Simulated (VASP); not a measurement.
```xyz
3
Lattice="1.8627 -3.2263 0.0000 1.8627 3.2263 0.0000 0.0000 0.0000 5.6536" Properties=species:S:1:pos:R:3 pbc="T T T"
Pt     1.8627     3.2263     0.0000
Se     1.8627     1.0754     1.3077
Se     1.8627    -1.0754     4.3459
```

The numbers are results of r2SCAN meta-GGA, VASP's PBE PAW potentials (set 64) (plane waves; VASP 6.6.1), not measurements. Settings: 400 eV cut-off, 8×8×5 Γ-centred mesh, tetrahedra with Blöchl corrections, potentials Pt Se.

The cores are frozen, which limits the accuracy of field gradients.

Task: Give the principal components of the electric field gradient (V/Å²) and the asymmetry η at each nucleus.

Result: 
| atom | Vxx | Vyy | Vzz | η |
|---|---|---|---|---|
| Pt1 | -59.3 | -59.3 | 118.7 | 0.00 |
| Se2 | 43.3 | 43.3 | -86.6 | 0.00 |
| Se3 | 43.3 | 43.3 | -86.6 | 0.00 |

The compound is PtSe2 in the 1T layered structure. It was relaxed first, which changed the volume by +11 %.
